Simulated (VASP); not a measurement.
Here is the system:

```yaml
crystal:
  lattice:
    - [4.00893, 0.00000, 0.03837]
    - [0.00000, 4.00922, 0.00000]
    - [-0.05920, 0.00000, 5.65293]
  atoms:
    - { symbol: Ag, position: [0.75686, 0.75000, 0.74803] }
    - { symbol: Ag, position: [0.24314, 0.25000, 0.25197] }
    - { symbol: Br, position: [0.25511, 0.25000, 0.75113] }
    - { symbol: Br, position: [0.74489, 0.75000, 0.24887] }
```

The numbers are results of PBEsol GGA, VASP's PBE PAW potentials (set 64) (plane waves; VASP), not measurements. Numerical set-up: 400 eV cut-off, Gaussian smearing of 0.050 eV, potentials Ag Br.

Q: Give the energies of bands 7 to 20 at the high-symmetry points, in eV from the valence-band maximum.

A: 
```csv
band,Γ,Z,D,B,A,E,C2,Y2
7,-3.02,-4.05,-4.48,-3.29,-4.48,-4.28,-3.10,-4.11
8,-3.01,-4.05,-4.48,-3.29,-4.48,-4.28,-3.10,-3.98
9,-3.01,-2.76,-2.67,-3.17,-2.67,-2.55,-3.08,-2.78
10,-3.01,-2.76,-2.67,-3.16,-2.66,-2.55,-3.08,-2.74
11,-2.99,-2.68,-2.66,-2.92,-2.66,-2.53,-2.83,-2.68
12,-2.83,-2.68,-2.66,-2.92,-2.66,-2.53,-2.83,-2.68
13,-2.56,-2.17,-2.30,-2.02,-2.31,-2.48,-2.55,-2.20
14,-2.55,-2.17,-2.30,-2.02,-2.30,-2.48,-2.55,-2.13
15,-2.43,-2.03,-0.02,-1.99,-0.02,-2.43,-2.54,-2.08
16,-2.10,-2.03,-0.02,-1.99,-0.02,-2.43,-2.54,-1.98
17,-2.10,-0.13,0.00,-1.82,0.00,-1.69,-2.42,-0.13
18,-2.09,-0.13,0.00,-1.76,0.00,-1.69,-2.42,-0.13
19,0.49,4.86,3.42,3.27,3.42,3.77,1.37,4.85
20,1.37,4.86,3.42,3.27,3.42,3.77,1.37,4.86
```

The gap is indirect, 0.49 eV, from the valence maximum at D to the conduction minimum at Γ.

The structure comes from a computed database's AgBr entry (P2_1/m); how it stands against other phases isn't given here. It was relaxed first, which changed the volume by -9 %.
